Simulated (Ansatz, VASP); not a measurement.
# Mg2C3 in two plane-wave programs, part 2 of 2

Wanted: the spread between two codes on one cell, functional and k mesh. The cell is taken from a series of runs on this material, whose earlier steps may have relaxed, scaled, displaced or heated it; both programs get it as it stands.

VASP 6.6.1 and Ansatz 0.2.0.

So far: Starting point; VASP: dielectric response, PBE.

### Step 3. Ansatz: dielectric response, PBE

Level of this step: Ansatz beside VASP: Kohn-Sham DFT, plane waves, PBE (Ansatz).

Ansatz runs on its default PAW (the set named soft_2) files.

The same cell, functional and mesh now go to Ansatz, which takes its cutoff from its data sets.

Input file input.yaml:

```yaml
crystal:
  lattice:
    - [2.4155, -2.35, 0.0]
    - [2.4155, 2.35, 0.0]
    - [-1.22707, 0.0, 4.83328]
  atoms:
    - { symbol: Mg, position: [0.1913, 0.1913, 0.7989] }
    - { symbol: Mg, position: [0.8087, 0.8087, 0.2011] }
    - { symbol: C, position: [0.5, 0.5, 0.5] }
    - { symbol: C, position: [0.7011, 0.7011, 0.7385] }
    - { symbol: C, position: [0.2989, 0.2989, 0.2615] }
kpoints:
  mp_grid: { grid: [4, 4, 3] }
scf:
  occupations: { method: fixed }
hamiltonian:
  xc: pbe
  pseudopotentials: { kind: paw }
dielectric:
  field_mesh: kpoints
```

On the command line:

```
$ ansatz run input.yaml --threads 2 --pin off --max-ram 5120MiB --backend cpu --events-out ev --progress --plain --runs-dir out
```

Numbers of over 12 decimals in the logs are rounded to 6 here.

What it wrote:

```text
Engine: ansatz 0.2.0, x86_64-unknown-linux-gnu
Pseudopotentials: kind: paw
Pseudopotential: Mg, paw, valence charge 10, recommended cutoff 420 eV (normal), Mg.paw.azcp
Pseudopotential: C, paw, valence charge 4, recommended cutoff 420 eV (normal), C.paw.azcp
Functional definition: PBE
  parameter kappa = 0.804
  parameter beta = 0.066725
  exchange = pbe_x(kappa = kappa, mu = beta*pi^2/3)
  correlation = pbe_c(beta = beta)
Crystal: 5 atoms, lattice volume = 54.872 Å³
Basis set: ecut = 420 eV, 1081 PW (Γ), exchange–correlation on 48×48×72 points (8 copies of the dense FFT grid, shifted against one another)
Bands: 21, of which v1, the nominal top of the filled ones, is band 16 counted from 1 (15 counted from 0)
Symmetry: 4 space group operations
k-points: 26 of 48 (irreducible under 1 space group operation, time reversal used)
Non-local potential: Mg, projectors of the file, l = 0: 3, l = 1: 2, l = 2: 1
Non-local potential: C, projectors of the file, l = 0: 2, l = 1: 2, l = 2: 1
PAW form: soft (Blöchl's): semilocal exchange-correlation on the pseudo side does not see the compensation charge
PAW one-centre angular grid: Mg, 110 points (default); XC on 64 Gauss nodes
PAW one-centre angular grid: C, 110 points (default); XC on 64 Gauss nodes
Initial density: superposition of atomic densities (neutral atoms: chi_scale 0, normalization atom), corrected by the library's trained network
Initial wavefunctions: pseudopotential atomic-orbital guess
Functional: x = pbe(κ = 0.804, μ = 0.219515), c = pbe(β = 0.066725)
SCF iter   1: F=—  HF=-4599.370816 eV  |F-HF|=—  |Δ(HF+E_count)|=         —  Δρ=2.17e-3  dr2=1.77e-3  ethr=1.77e-3  ⟨swp⟩=4.6  Hψ=2151  notcnv=0  defer=70
preconditioner: auto → none  [insulator: Δε(μ)=1.912 eV  Ē_g=11.468 eV  n_scr=14 (ndim 8)  ℏωp=20.1 eV  f_vac=0.000  ε∞_Penn≈4.1]
SCF iter   2: F=—  HF=-4599.371536 eV  |F-HF|=—  |Δ(HF+E_count)|=   7.20e-4  Δρ=1.04e-3  dr2=3.76e-4  ethr=5.53e-6  ⟨swp⟩=2.0  Hψ=1171  notcnv=0  defer=78
SCF iter   3: F=—  HF=-4599.371968 eV  |F-HF|=—  |Δ(HF+E_count)|=   4.32e-4  Δρ=5.45e-4  dr2=2.55e-4  ethr=1.17e-6  ⟨swp⟩=2.0  Hψ=780  notcnv=0  defer=78
SCF iter   4: F=—  HF=-4599.371953 eV  |F-HF|=—  |Δ(HF+E_count)|=   1.54e-5  Δρ=1.22e-4  dr2=7.91e-6  ethr=7.97e-7  ⟨swp⟩=2.0  Hψ=754  notcnv=0  defer=52
SCF iter   5: F=—  HF=-4599.371955 eV  |F-HF|=—  |Δ(HF+E_count)|=   2.11e-6  Δρ=4.41e-5  dr2=5.05e-7  ethr=2.47e-8  ⟨swp⟩=2.0  Hψ=725  notcnv=0  defer=32
SCF iter   6: F=—  HF=-4599.371956 eV  |F-HF|=—  |Δ(HF+E_count)|=   1.40e-6  Δρ=1.38e-5  dr2=1.02e-7  ethr=1.58e-9  ⟨swp⟩=2.0  Hψ=936  notcnv=0  defer=26
SCF iter   7: F=—  HF=-4599.371956 eV  |F-HF|=—  |Δ(HF+E_count)|=   3.22e-8  Δρ=4.53e-6  dr2=4.58e-9  ethr=3.18e-10  ⟨swp⟩=2.0  Hψ=716  notcnv=0  defer=26
SCF iter   8: F=—  HF=-4599.371956 eV  |F-HF|=—  |Δ(HF+E_count)|=   2.98e-9  Δρ=5.52e-7  dr2=1.68e-10  ethr=1.43e-11  ⟨swp⟩=2.0  Hψ=936  notcnv=0  defer=26
SCF iter   9: F=-4599.371956 eV  HF=-4599.371956 eV  |F-HF|=9.09e-12  |Δ(HF+E_count)|=  5.37e-11  Δρ=2.01e-7  dr2=1.08e-11  ethr=1.00e-12  ⟨swp⟩=7.9  Hψ=1771  notcnv=0
SCF 1 converged in 9 iterations: F = -4599.371956 eV  dr2 = 1.08e-11
  greatest PAW one-centre occupation: 1.000 electrons in one spin orbital (limit 2), on the Mg atom at site 1 (counted from 0), in its partial waves of l = 0
NSCF: frozen V_eff on 8 k-points
DFPT response loops at Γ: preconditioner auto → Resta (q_TF=auto, 2.494 Å⁻¹)  ε∞=5.6 (no band partly filled); β = 1.00, the filter's whole step (`scf.mixing.beta` (0.50) is not read by the response loops at its default; to damp them type it under 1.00, their step now; it binds the ground state too); Broyden in place of MSR1
WARN: field response: the 4×4×3 k-mesh looks too coarse for the field response at k = (-0.5000, 0.0000, 0.3333), direct gap 3.060 eV: take ε∞, Z* and everything formed from them as unconverged in the mesh. The response there varies over an interband length of 1.74 Å as this mesh's differences read it, which a coarse mesh reads short; the mesh's real-space period, 15.0 Å, is under 14 times that, 24.3 Å: field_mesh: auto, beside no phonons.dynamical_quadrupoles, solves it inside a basis that this mesh spans and, under method: fd, where it gets none, on a denser mesh; else type a denser kpoints.mp_grid, and compare
SCF converged after 9 iterations
Free energy (F): -4599.371956 eV
Harris-Foulkes:  -4599.371956 eV  (|F-HF|=9.09e-12)
Internal energy: -4599.371956 eV  (E = F + TS)
E sigma→0 (E₀):  -4599.371956 eV
Fermi energy:    8.058757 eV
--- Per-component energies (eV) ---
  E_band       = -642.011785
  E_kinetic    = 420.394530
  E_local      = -3243.970644  (includes V_loc(G=0)·N_el)
  E_nonlocal   = 271.965937
  E_hartree    = 1119.375454
  E_xc         = -203.133897
  E_vxc        = -254.687198  (∫ρ·V_xc dr)
  E_paw        = -881.480512  (= ΣΔE_a)
  E_vpaw       = -74.465233  (= ΣTr[D̂ρ^β])
  E_aug_tail   = 0.000026  (compensation charges beyond the density's cutoff)
  E_ewald      = -2082.522853
  E_smearing   = -0.000000  (= −TS)
  E_closure    = 0.000000  (closes the sum)
  Σ components = -4599.371956   (vs F -4599.371956, Δ=0.00e0)
--- Band table (eV; the first three rows and the last of 26) ---
  k-point 0: bands = [... 12 lower, 4.9009, 5.2745, 6.7240, 7.5021, 11.5524, 11.6316, 12.2617, 15.7563, ... 1 higher]
  k-point 1: bands = [... 12 lower, 4.6613, 4.7574, 7.1154, 8.0240, 11.0839, 11.7775, 12.5797, 14.4534, ... 1 higher]
  k-point 2: bands = [... 12 lower, 4.3929, 5.0302, 6.2706, 7.5134, 11.7688, 12.2239, 13.2861, 15.3154, ... 1 higher]
  k-point 25: bands = [... 12 lower, 2.9929, 4.2819, 5.6678, 6.1643, 10.0762, 11.8409, 12.4967, 14.9535, ... 1 higher]
--- Dielectric response (ions clamped): 3 representative field directions + reference, on 26 of 48 k-points (Σ response iterations 25) ---
  k mesh reduced under 1 symmetry operation, with k and −k counted as one. Each operation leaves every solved perturbation unchanged. A smaller set is not considered because the run solves the response to a homogeneous field
  ε∞ (high-frequency dielectric tensor):
        6.433320     0.000000     1.654557
        0.000000     5.107632     0.000000
        1.654556     0.000000     8.932288
  Born effective charges Z* (e; rows j = field, columns β = displacement):
    site 0:
         2.30236   -0.00000   -0.00796
        -0.00000    2.08445    0.00000
        -0.05617    0.00000    2.39819
    site 1:
         2.30236   -0.00000   -0.00796
        -0.00000    2.08445    0.00000
        -0.05617    0.00000    2.39819
    site 2:
         0.89991    0.00000    2.33863
         0.00000   -0.33439    0.00000
         2.68860    0.00000    3.56385
    site 3:
        -2.75231   -0.00000   -1.16135
        -0.00000   -1.91726   -0.00000
        -1.28813   -0.00000   -4.18011
    site 4:
        -2.75231   -0.00000   -1.16135
        -0.00000   -1.91726   -0.00000
        -1.28813   -0.00000   -4.18011
  Z* charge neutrality: 1.890e-5 e pre-enforcement
  k-mesh period / interband length: 15.0 Å / 1.74 Å = 8.62 at k = (-0.5000, 0.0000, 0.3333), direct gap 3.060 eV — UNDER 14: by this measure the k-mesh is too coarse for the response
```

In the SCF lines HF is the Harris–Foulkes energy and dr2 the Hartree energy of the density residual, in eV; the loop may stop once dr2 is under the threshold and the program's other checks hold. Hψ counts applications of the Hamiltonian.

### Step 4. Side by side

Known differences besides the potentials themselves: fixed occupations in Ansatz, narrow Gaussian smearing in VASP; the data sets hold 32 valence electrons in Ansatz (on its default PAW (the set named soft_2) files) and 16 in VASP; the cutoff is 420 eV in Ansatz and 520 eV in VASP. Total energies have different zeros and are not compared.

Both answers:

```
quantity  Ansatz  VASP  difference
   ε∞ xx    6.43  5.89     +9.16 %
   ε∞ yy    5.11  4.78     +6.74 %
   ε∞ zz    8.93  9.14     -2.23 %
```

### Step 5. Summary of results

| Property | Result |
| --- | --- |
| difference in ε∞ xx (dielectric response, PBE) | 9.2 % |

In words: The difference in ε∞ xx is 9.2 % (dielectric response, PBE), beyond the 5 % picked in this series as the mark of a large difference. The data sets hold unlike numbers of valence electrons (32 in Ansatz and 16 in VASP), so part of the differences comes from the potentials. Such differences can come from data sets, numerical settings and the points named under the comparisons, not from the functional's error against experiment.

[Lines on the potential files, build, host, timing and source positions are cut from VASP's logs without a mark.]

[Logs are printed without paths, hosts, clocks, repeated set-up lines and the standing remarks that a program may print on its own settings, such as how far it seeks lower states.]

[Hosts, paths, dates, database ids (printed as entryN), source tags and the programs' standing remarks are cut or masked in the printed files.]
